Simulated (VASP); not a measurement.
Consider the following.

```
MoSi
1.0
    4.83545     0.00000     0.00000
    0.00000     4.83545     0.00000
    0.00000     0.00000     4.83545
Mo Si
4 4
Direct
  0.13749   0.13749   0.13749
  0.63749   0.36251   0.86251
  0.86251   0.63749   0.36251
  0.36251   0.86251   0.63749
  0.84793   0.84793   0.84793
  0.34793   0.65207   0.15207
  0.15207   0.34793   0.65207
  0.65207   0.15207   0.34793
```

Calculation: PBEsol GGA, VASP's PBE PAW potentials (set 64) (plane waves; VASP 6.6.1). Run with 400 eV cut-off, 7×7×7 Γ-centred mesh, tetrahedra with Blöchl corrections, potentials Mo_sv Si.

### Question
What does the run give for the energy per atom (σ→0), band gap (on the k-mesh) with the smallest direct gap where there is one?

### Answer

| Property | Result |
|---|---|
| band gap (on the k-mesh) | none (metal, semimetal or under 0.01 eV) |
| energy per atom (σ→0) | -9.187 eV/atom |

The structure was generated: SiMo was put into the FeSi type (P2_13), which need not be its known phase. It was relaxed first.
